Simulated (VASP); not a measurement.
All values below come from AM05 GGA, VASP's PBE PAW potentials (set 64) (plane waves; VASP).

VASP ran on this input.

### INCAR
```
SYSTEM = BaTiO3
PREC = Accurate
ENCUT = 520
EDIFF = 1E-7
NELM = 100
ALGO = Normal
LREAL = .FALSE.
LASPH = .TRUE.
ISMEAR = -5
GGA = AM
LMAXMIX = 4
LWAVE = .FALSE.
LCHARG = .TRUE.
LORBIT = 11
NEDOS = 601
ISIF = 2
LEFG = .TRUE.
```

File KPOINTS:
```
Automatic mesh
0
G
  6 6 6
0 0 0
```

POSCAR:
```
BaTiO3
1
    3.9882108923     0.0000000000     0.0000000000
    0.0000000000     3.9882108923     0.0000000000
    0.0000000000     0.0000000000     3.9882108923
Ba Ti O
1 1 3
Direct
  0.0000000000   0.0000000000   0.0000000000
  0.5000000000   0.5000000000   0.5000000000
  0.5000000000   0.0000000000   0.5000000000
  0.0000000000   0.5000000000   0.5000000000
  0.5000000000   0.5000000000   0.0000000000
```

POTCAR, in this order: Ba_sv Ti_sv O (PBE.64 set). Program: vasp_std.

Output

File OSZICAR:
```
       N       E                     dE             d eps       ncg     rms          rms(c)
DAV:   1     0.460454582812E+03    0.46045E+03   -0.21285E+04   960   0.182E+03
DAV:   2    -0.167722310903E+01   -0.46213E+03   -0.45558E+03  1184   0.502E+02
DAV:   3    -0.488261575966E+02   -0.47149E+02   -0.47054E+02  1448   0.151E+02
DAV:   4    -0.508753304260E+02   -0.20492E+01   -0.20479E+01  1336   0.285E+01
DAV:   5    -0.509486396897E+02   -0.73309E-01   -0.73305E-01  1344   0.398E+00    0.233E+01
DAV:   6    -0.409099504911E+02    0.10039E+02   -0.67334E+01  1432   0.756E+01    0.100E+01
DAV:   7    -0.409026290049E+02    0.73215E-02   -0.10355E+01  1200   0.233E+01    0.648E+00
DAV:   8    -0.407756345460E+02    0.12699E+00   -0.14644E+00  1272   0.117E+01    0.235E+00
DAV:   9    -0.407722133564E+02    0.34212E-02   -0.22644E-01  1168   0.373E+00    0.970E-01
DAV:  10    -0.407716130022E+02    0.60035E-03   -0.98687E-02  1304   0.229E+00    0.781E-01
DAV:  11    -0.407646367229E+02    0.69763E-02   -0.65829E-02  1368   0.189E+00    0.221E-01
DAV:  12    -0.407639308996E+02    0.70582E-03   -0.38117E-03  1232   0.570E-01    0.576E-02
DAV:  13    -0.407640894986E+02   -0.15860E-03   -0.23816E-03  1288   0.367E-01    0.106E-01
DAV:  14    -0.407639240711E+02    0.16543E-03   -0.73664E-04  1280   0.195E-01    0.258E-02
DAV:  15    -0.407639230383E+02    0.10327E-05   -0.38955E-05  1208   0.438E-02    0.105E-02
DAV:  16    -0.407639222704E+02    0.76791E-06   -0.51338E-06  1344   0.151E-02    0.461E-03
DAV:  17    -0.407639220743E+02    0.19609E-06   -0.12633E-06  1248   0.604E-03    0.350E-03
DAV:  18    -0.407639218708E+02    0.20348E-06   -0.42774E-07  1032   0.619E-03    0.894E-04
DAV:  19    -0.407639218464E+02    0.24448E-07   -0.34336E-08   528   0.147E-03
   1 F= -.40763922E+02 E0= -.40763922E+02  d E =0.000000E+00
```

### OUTCAR
```
------------------------ aborting loop because EDIFF is reached ----------------------------------------
  FORCE on cell =-STRESS in cart. coord.  units (eV):
  Direction    XX          YY          ZZ          XY          YZ          ZX
  --------------------------------------------------------------------------------------
  Total        0.0660658      0.0660658      0.0660658     -0.0000000      0.0000000     -0.0000000
  in kB        1.6686028      1.6686028      1.6686028     -0.0000000      0.0000000     -0.0000000
  external PRESSURE =       1.6686028 kB  Pullay stress =       0.0000000 kB
  volume of cell :       63.44
      direct lattice vectors                 reciprocal lattice vectors
     3.988210892  0.000000000  0.000000000     0.250738997  0.000000000  0.000000000
     0.000000000  3.988210892  0.000000000     0.000000000  0.250738997  0.000000000
     0.000000000  0.000000000  3.988210892     0.000000000  0.000000000  0.250738997
 POSITION                                       TOTAL-FORCE (eV/Angst)
 -----------------------------------------------------------------------------------
      0.00000      0.00000      0.00000         0.000000      0.000000      0.000000
      1.99411      1.99411      1.99411         0.000000      0.000000      0.000000
      1.99411      0.00000      1.99411         0.000000      0.000000      0.000000
      0.00000      1.99411      1.99411         0.000000      0.000000      0.000000
      1.99411      1.99411      0.00000         0.000000      0.000000      0.000000
 -----------------------------------------------------------------------------------
    total drift:                                0.000000      0.000000     -0.000000
  FREE ENERGIE OF THE ION-ELECTRON SYSTEM (eV)
  ---------------------------------------------------
  free  energy   TOTEN  =       -40.7639218464 eV

  energy  without entropy=      -40.7639218464  energy(sigma->0) =      -40.76392185

 total charge

# of ion       s       p       d       tot
------------------------------------------
    1        2.003   5.642   0.342   7.987
    2        2.214   6.281   1.723  10.219
    3        1.561   3.456   0.000   5.017
    4        1.561   3.456   0.000   5.017
    5        1.561   3.456   0.000   5.017
--------------------------------------------------
tot          8.900  22.292   2.064  33.257

 Electric field gradients after diagonalization (V/A^2)
 (convention: |V_zz| > |V_xx| > |V_yy|)
----------------------------------------------------------------------
 ion       V_xx      V_yy      V_zz     asymmetry (V_yy - V_xx)/ V_zz
----------------------------------------------------------------------
   1      -0.000    -0.000    -0.000      -0.060
   2      -0.000    -0.000    -0.000      -0.054
   3     -11.390   -11.390    22.779       0.000
   4     -11.390   -11.390    22.779       0.000
   5     -11.390   -11.390    22.779       0.000
```
(Selected blocks of OUTCAR.)

The compound is BaTiO3 in the cubic perovskite structure, the ideal cubic form; the compound distorts at low or room temperature. It was relaxed first.
